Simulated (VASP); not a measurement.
# HfN: structure and properties in VASP, part 4 of 4

Wanted: the relaxed cell of HfN and its properties. The start is a cell from a database of measured crystal structures.

VASP 6.6.1; PBEsol; plane waves and PAW (Hf_pv, N).

Still holding for the runs below: This run has no spin polarisation. Its electron count is odd, so without a moment it is a metal by construction.

So far. Step 5 (Bands along the symmetry lines (PBEsol)): There is no gap at this level. Step 6 (Density of states (PBEsol)): The finer mesh and the other smearing move the Fermi level by -0.00 eV from the 10×10×10 run, a small shift, which tests the Fermi level alone. Of the states within 0.3 eV of the Fermi level, the largest shares in the PAW spheres are Hf d 54 % and N p 13 %. The rest lies in smaller channels or between the spheres. The relaxed cell has a = 4.491 Å (conventional setting).

The database entry behind the starting cell differs from later determinations by our own check (about 0.3 % short), so it need not match the best structure at ambient conditions.

## 7. Zone-centre phonons (PBEsol) (continued)

The modes at Γ (shares of kinetic energy by element, %):

```
mode  frequency (cm⁻¹)  symmetry  Hf %  N %
   1              -0.1  acoustic    93    7
   2              -0.1  acoustic    93    7
   3              -0.1  acoustic    93    7
   4             511.4       T1u     7   93
   5             511.4       T1u     7   93
   6             511.4       T1u     7   93
```

Displacements in mode 4 (511.4 cm⁻¹), the largest set to 1:
```
Hf1  0.00  0.00 -0.08
N2   0.00  0.00  1.00
```

The three acoustic modes lie within 0.1 cm⁻¹ of zero, and all others are real. By the characters of their eigenvectors the optical modes sort into (cm⁻¹) infrared active: T1u 511.

## 8. Field gradients at the nuclei (PBEsol)

Field gradients probe how far the charge around each nucleus departs from cubic symmetry; LASPH keeps the non-spherical terms inside the spheres.

INCAR

```
SYSTEM = HfN
PREC = Accurate
ENCUT = 520
EDIFF = 1E-07
NELM = 100
ISMEAR = 0
SIGMA = 0.05
LREAL = .FALSE.
ALGO = Normal
GGA = PS
NBANDS = 13
LASPH = .TRUE.
LORBIT = 11
LWAVE = .FALSE.
LCHARG = .FALSE.
KPAR = 2
LEFG = .TRUE.
```

POSCAR

```
HfN
1.0
    0.0000000000      2.2452610381      2.2452610381
    2.2452610381      0.0000000000      2.2452610381
    2.2452610381      2.2452610381      0.0000000000
Hf N
1 1
Direct
    0.0000000000      0.0000000000      0.0000000000
    0.5000000000      0.5000000000      0.5000000000
```

KPOINTS

```
Automatic mesh
0
Gamma
10 10 10
0 0 0
```

Potentials, in the order of the species: Hf_pv and N (PBE family, release 64).

Started as:

```sh
mpirun -np 2 vasp_std
```

Output:

```text
[... set-up lines as in an earlier step ...]
 entering main loop
       N       E                     dE             d eps       ncg     rms          rms(c)
[... 12 cycles as in an earlier step ...]
DAV:  13    -0.229862884237E+02    0.15148E-06   -0.20699E-07  1324   0.465E-03    0.973E-03
DAV:  14    -0.229862883586E+02    0.65116E-07   -0.41251E-08   631   0.186E-03
ion   1
     0.0000000    -0.0000000    -0.0000000     0.0000000    -0.0000000    -0.0000000
     0.0000654    -0.0000000    -0.0000000     0.0000000    -0.0000000    -0.0000000
     0.0000901    -0.0000000    -0.0000000     0.0000000    -0.0000000    -0.0000000
     0.0001241    -0.0000000    -0.0000000     0.0000000    -0.0000000    -0.0000000
     0.0001709    -0.0000000    -0.0000000     0.0000000    -0.0000000    -0.0000000

     0.0000000    -0.0000000    -0.0000000     0.0000000    -0.0000000    -0.0000000
     0.0000654    -0.0000000    -0.0000000     0.0000000    -0.0000000    -0.0000000
     0.0000901    -0.0000000    -0.0000000     0.0000000    -0.0000000    -0.0000000
     0.0001241    -0.0000000    -0.0000000     0.0000000    -0.0000000    -0.0000000
     0.0001709    -0.0000000    -0.0000000     0.0000000    -0.0000000    -0.0000000

ion   2
     0.0000000    -0.0000000    -0.0000000    -0.0000000     0.0000000    -0.0000000
     0.0000281    -0.0000000    -0.0000000    -0.0000000     0.0000000    -0.0000000
     0.0000381    -0.0000000    -0.0000000    -0.0000000     0.0000000    -0.0000000
     0.0000517    -0.0000000    -0.0000000    -0.0000000     0.0000000    -0.0000000
     0.0000701    -0.0000000    -0.0000000    -0.0000000     0.0000000    -0.0000000

     0.0000000    -0.0000000    -0.0000000    -0.0000000     0.0000000    -0.0000000
     0.0000281    -0.0000000    -0.0000000    -0.0000000     0.0000000    -0.0000000
     0.0000381    -0.0000000    -0.0000000    -0.0000000     0.0000000    -0.0000000
     0.0000517    -0.0000000    -0.0000000    -0.0000000     0.0000000    -0.0000000
     0.0000701    -0.0000000    -0.0000000    -0.0000000     0.0000000    -0.0000000

   1 F= -.22986288E+02 E0= -.22985761E+02  d E =-.105505E-02
```

Run time: 8.2 s. Hardware: 2 MPI ranks of Intel Xeon Platinum 8259CL at 2.50GHz (Skylake/Cascade Lake), shared host; peak memory 0.27 GiB; 15 s of CPU time.

From OUTCAR (step 8):

```text
   NELECT =      15.0000    total number of electrons

 E-fermi :   8.3900

 k-point     1 :       0.0000    0.0000    0.0000
  band No.  band energies     occupation
    ...
      6       5.3507      2.00000
      7       5.3507      2.00000
      8       7.9823      2.00000
      9       7.9823      2.00000
     10       7.9823      2.00000
     11      10.3487      0.00000
     12      10.3530      0.00000
     13      10.3530      0.00000

  Total       -0.0050847     -0.0050847     -0.0050847      0.0000000      0.0000000      0.0000000
  in kB       -0.3598719     -0.3598719     -0.3598719      0.0000000      0.0000000      0.0000000
  external PRESSURE =      -0.3598719 kB  Pullay stress =       0.0000000 kB

  FREE ENERGIE OF THE ION-ELECTRON SYSTEM (eV)
  ---------------------------------------------------
  free  energy   TOTEN  =       -22.9862883586 eV

  energy  without entropy=      -22.9852333062  energy(sigma->0) =      -22.98576083

 Electric field gradients after diagonalization (V/A^2)
 (convention: |V_zz| > |V_xx| > |V_yy|)
----------------------------------------------------------------------
 ion       V_xx      V_yy      V_zz     asymmetry (V_yy - V_xx)/ V_zz
----------------------------------------------------------------------
   1       0.000     0.000    -0.001       0.000
   2      -0.001    -0.001     0.002       0.000
----------------------------------------------------------------------

[... 10 parts as in an earlier step ...]

[... 8 further parts left out ...]
```

Numbers from this step:

- SCF cycles: 14
- irreducible k-points: 47
- Fermi energy: 8.39 eV
- pressure: -0.03599 GPa

Electric field gradients, by row:

```
atom  Vxx (V/Å²)  Vyy (V/Å²)  Vzz (V/Å²)  asymmetry
 Hf1           0           0      -0.001          -
  N2      -0.001      -0.001       0.002          -
```

All gradients vanish within the noise.

The run ends at a pressure of -0.04 GPa.

## 9. Results

* relaxed volume: 11.32 Å³/atom
* relaxed conventional cell a, b, c: 4.491, 4.491, 4.491 Å
* space group after relaxing, within 0.02 Å: Fm-3m (No. 225)
* band gap: none, a metal
* DOS at the Fermi level: 0.598 states/eV/cell
* highest zone-centre mode: 511 cm⁻¹
* largest field gradient Vzz: zero within the noise on all sites

With PBEsol, HfN relaxes to 11.32 Å³/atom in space group Fm-3m (held by the symmetry of the run) and comes out as a metal. Against the listed cell the volume lies -1.4 %. Bands along the symmetry lines (PBEsol): Of the bands kept, 3 cross the Fermi level on this path. Zone-centre phonons (PBEsol): The highest mode in this list at Γ, 511.4 cm⁻¹, is mostly motion of N (93 % of the kinetic energy). Spin-orbit coupling is left out, and with elements this heavy it would split and shift bands near the Fermi level. With an odd electron count and no spin the cell is a metal by construction. Modes at Γ alone can't show that the crystal is stable at other wave vectors. No search among competing phases was made, and a listed structure need not be the one stable at ambient conditions. All values are for a static lattice at zero temperature.

[Lines on the potential files, build, host, timing and source positions are cut from VASP's logs without a mark.]

[Logs are printed without paths, hosts, clocks, repeated set-up lines and the standing remarks that a program may print on its own settings, such as how far it seeks lower states.]

[Hosts, paths, dates, database ids (printed as entryN), source tags and the programs' standing remarks are cut or masked in the printed files.]

[A measured line is paired with the nearest computed mode of its activity, which favours agreement.]
